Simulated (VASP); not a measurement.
Method: TPSS meta-GGA, VASP's PBE PAW potentials (set 64) (plane waves; VASP 6.6.1).

Input for VASP

**INCAR**
```
# general
SYSTEM   =  CuZn
PREC     =  Accurate
ENCUT    =  520
LREAL    =  .False.
LASPH    =  .True.

# electronic loop
EDIFF    =  1E-7
NELM     =  100
ALGO     =  Normal
LMAXMIX  =  4
LMIXTAU  =  .True.

# smearing
ISMEAR   =  1
SIGMA    =  0.1

# functional
METAGGA  =  TPSS

# ions
ISIF     =  2

# output
LWAVE    =  .False.
LCHARG   =  .False.
```

### KPOINTS
```
Automatic mesh
0
Gamma
12 12 12
0 0 0
```

POSCAR:
```
CuZn
1.0
  2.9470700553   0.0000000000   0.0000000000
  0.0000000000   2.9470700553   0.0000000000
  0.0000000000   0.0000000000   2.9470700553
Zn Cu
1 1
direct
  0.5000000000   0.5000000000   0.5000000000
  0.0000000000   0.0000000000   0.0000000000
```

POTCAR, in this order: Zn Cu (PBE.64 set). Program: vasp_std.

Output of the run:

### OUTCAR
```
 ion  position               nearest neighbor table
   1  0.500  0.500  0.500-   2 2.55   2 2.55   2 2.55   2 2.55   2 2.55   2 2.55   2 2.55   2 2.55
  LATTYP: Found a simple cubic cell.
 ALAT       =     2.9470700553
 Subroutine PRICEL returns:
 Original cell was already a primitive cell.
 Subroutine GETGRP returns: Found 48 space group operations
The static configuration has the point symmetry O_h .
The dynamic configuration has the point symmetry O_h .
 Subroutine INISYM returns: Found 48 space group operations
 Subroutine IBZKPT returns following result:
 Found     84 irreducible k-points:

 Following reciprocal coordinates:
            Coordinates               Weight
  0.000000  0.000000  0.000000      1.000000
  0.083333  0.000000  0.000000      6.000000
  0.166667  0.000000  0.000000      6.000000
  0.250000  0.000000  0.000000      6.000000
  0.333333  0.000000  0.000000      6.000000
  0.416667  0.000000  0.000000      6.000000
  0.500000  0.000000  0.000000      3.000000
  0.083333  0.083333  0.000000     12.000000
  0.166667  0.083333  0.000000     24.000000
  0.250000  0.083333  0.000000     24.000000
  0.333333  0.083333  0.000000     24.000000
  0.416667  0.083333  0.000000     24.000000
  0.500000  0.083333  0.000000     12.000000
  0.166667  0.166667  0.000000     12.000000
  0.250000  0.166667  0.000000     24.000000
  0.333333  0.166667  0.000000     24.000000
  0.416667  0.166667  0.000000     24.000000
  0.500000  0.166667  0.000000     12.000000
  0.250000  0.250000  0.000000     12.000000
  0.333333  0.250000  0.000000     24.000000
  0.416667  0.250000  0.000000     24.000000
  0.500000  0.250000  0.000000     12.000000
  0.333333  0.333333  0.000000     12.000000
  0.416667  0.333333  0.000000     24.000000
  0.500000  0.333333  0.000000     12.000000
...
```

File OSZICAR:
```
       N       E                     dE             d eps       ncg     rms          rms(c)
DAV:   1     0.144068947416E+03    0.14407E+03   -0.16528E+04  2592   0.379E+03
DAV:   2     0.592249313416E+01   -0.13815E+03   -0.13502E+03  2590   0.484E+02
DAV:   3    -0.833770877826E+01   -0.14260E+02   -0.14214E+02  3171   0.191E+02
DAV:   4    -0.858383128180E+01   -0.24612E+00   -0.24607E+00  3304   0.306E+01
DAV:   5    -0.858649966345E+01   -0.26684E-02   -0.26681E-02  3339   0.287E+00    0.445E+00
DAV:   6    -0.220241826957E+02   -0.13438E+02   -0.41632E+01  2741   0.755E+01    0.899E+00
DAV:   7    -0.218941554470E+02    0.13003E+00   -0.88227E-01  3349   0.152E+01    0.101E+01
DAV:   8    -0.219517876811E+02   -0.57632E-01   -0.59697E-01  2963   0.181E+01    0.880E+00
DAV:   9    -0.210075914965E+02    0.94420E+00   -0.60321E+00  2636   0.606E+01    0.328E+00
DAV:  10    -0.213871524902E+02   -0.37956E+00   -0.14506E+00  3988   0.242E+01    0.471E+00
DAV:  11    -0.211048053661E+02    0.28235E+00   -0.52401E-01  3480   0.149E+01    0.264E+00
DAV:  12    -0.209838193066E+02    0.12099E+00   -0.37627E-01  2593   0.149E+01    0.761E-01
DAV:  13    -0.209824840360E+02    0.13353E-02   -0.14642E-01  3392   0.898E+00    0.627E-01
DAV:  14    -0.209750704457E+02    0.74136E-02   -0.31135E-02  3371   0.428E+00    0.216E-01
DAV:  15    -0.209751603827E+02   -0.89937E-04   -0.97294E-04  3997   0.560E-01    0.137E-01
DAV:  16    -0.209749997441E+02    0.16064E-03   -0.43397E-04  3819   0.749E-01    0.252E-02
DAV:  17    -0.209750650078E+02   -0.65264E-04   -0.97813E-05  3352   0.238E-01    0.231E-02
DAV:  18    -0.209750629536E+02    0.20542E-05   -0.49745E-05  3875   0.177E-01    0.551E-03
DAV:  19    -0.209750673633E+02   -0.44097E-05   -0.40251E-06  3676   0.474E-02    0.289E-03
DAV:  20    -0.209750678679E+02   -0.50461E-06   -0.10570E-07  2128   0.538E-03    0.246E-03
DAV:  21    -0.209750677809E+02    0.87064E-07   -0.41467E-08  1484   0.762E-03
   1 F= -.20975068E+02 E0= -.20975093E+02  d E =0.749421E-04
```

**OUTCAR**
```
------------------------ aborting loop because EDIFF is reached ----------------------------------------
  FORCE on cell =-STRESS in cart. coord.  units (eV):
  Direction    XX          YY          ZZ          XY          YZ          ZX
  --------------------------------------------------------------------------------------
  Total       -0.5453363     -0.5453363     -0.5453363     -0.0000000      0.0000000      0.0000000
  in kB      -34.1352883    -34.1352883    -34.1352883     -0.0000000      0.0000000      0.0000000
  external PRESSURE =     -34.1352883 kB  Pullay stress =       0.0000000 kB
  volume of cell :       25.60
      direct lattice vectors                 reciprocal lattice vectors
     2.947070055  0.000000000  0.000000000     0.339320064  0.000000000  0.000000000
     0.000000000  2.947070055  0.000000000     0.000000000  0.339320064  0.000000000
     0.000000000  0.000000000  2.947070055     0.000000000  0.000000000  0.339320064
 POSITION                                       TOTAL-FORCE (eV/Angst)
 -----------------------------------------------------------------------------------
      1.47354      1.47354      1.47354         0.000000      0.000000      0.000000
      0.00000      0.00000      0.00000         0.000000      0.000000      0.000000
 -----------------------------------------------------------------------------------
    total drift:                                0.000000      0.000000     -0.000000
  FREE ENERGIE OF THE ION-ELECTRON SYSTEM (eV)
  ---------------------------------------------------
  free  energy   TOTEN  =       -20.9750677809 eV

  energy  without entropy=      -20.9751427230  energy(sigma->0) =      -20.97509276
```
(Selected blocks of OUTCAR.)

The compound is CuZn in the CsCl type structure. This cell is one point of a volume scan, at 1.03 of the reference volume. The electron count is odd and the run is not spin-polarised, which forces a metal.
